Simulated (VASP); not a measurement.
Data:

```
CELL_PARAMETERS angstrom
      0.00000     3.24949     3.24949
      3.24949     0.00000     3.24949
      3.24949     3.24949     0.00000
ATOMIC_POSITIONS crystal
  Na 0.25000 0.25000 0.25000
  Na 0.75000 0.75000 0.75000
  S  0.99231 0.00769 0.99231
```

All values below come from PBEsol GGA, VASP's PBE PAW potentials (set 64) (plane waves; VASP). Run with 480 eV cut-off, 6×6×6 Γ-centred mesh, Gaussian smearing of 0.050 eV, potentials Na_pv S.

Problem. Which forces act on the atoms, in eV/Å?

Solution. 
```tsv
atom	Fx	Fy	Fz
Na1	0.000	-0.074	0.000
Na2	0.000	-0.074	0.000
S3	0.000	0.149	0.000
```

Problem. Give the stress tensor in GPa (positive for a compressed cell).

Solution. 
```
0.08  0.00  0.00
0.00  0.06  0.00
0.00  0.00  0.08
```
The pressure is its mean diagonal, 0.07 GPa.

The compound is Na2S in the antifluorite structure. This cell was strained or had an atom moved on purpose.
